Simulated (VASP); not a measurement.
Wanted: the native input for a VASP 6.6.1 run.

| Property | Result |
| --- | --- |
| Task | relaxation of cell and atoms |
| Functional | PBE |
| Potentials or basis | VASP PAW PBE potentials, release 64 (Si) |
| Cutoff | 600 eV |
| k mesh | 12 × 12 × 12 |
| Occupations | gaussian, width 0.03 eV |
| Spin | no spin polarisation |
| Further INCAR settings | ALGO = Normal; EDIFF = 1e-06; IBRION = 2; EDIFFG = -0.01; NSW = 90; ISIF = 3 |

The structure of Si lies in POSCAR:

```
Si
1.0
    0.0000000000      2.7135600000      2.7135600000
    2.7135600000      0.0000000000      2.7135600000
    2.7135600000      2.7135600000      0.0000000000
Si
2
Direct
    0.0000000000      0.0000000000      0.0000000000
    0.2500000000      0.2500000000      0.2500000000
```

The cell was built by a generator and needn't be a form met in nature.

These files were run (other wordings do the same):

INCAR

```
PREC = Accurate
ENCUT = 600
EDIFF = 1E-6
ISMEAR = 0
SIGMA = 0.03
LREAL = False
LASPH = True
NELM = 80
ALGO = Normal
ISIF = 3
LWAVE = False
LCHARG = False
GGA = PE
IBRION = 2
NSW = 90
EDIFFG = -0.01
```

KPOINTS

```
Automatic mesh
0
Gamma
  12 12 12
```

Potentials or basis: VASP PAW PBE potentials, release 64 (Si).

The run is started by

```bash
$ cat potpaw_PBE.64/Si/POTCAR > POTCAR
$ mpirun -np 1 vasp_std > vasp.out
```

It gave:

```json
{
  "Relaxed volume": "20.44 Å³/atom",
  "Relaxed cell": "a = 3.867 Å, b = 3.867 Å, c = 3.867 Å, α = 60.00°, β = 60.00°, γ = 60.00°",
  "Space group after relaxing (to 0.05 Å)": "Fd-3m (No. 227)",
  "Energy gained by relaxing": "3.0 meV/atom",
  "Ionic steps": "3",
  "Pressure after relaxing": "0.0 GPa",
  "Band gap on the k mesh": "0.61 eV, indirect (least direct gap 2.56 eV)"
}
```

Run time: 19 s on 1 thread of Intel(R) Xeon(R) Platinum 8488C (Sapphire Rapids) (shared host), peak memory 0.17 GiB.
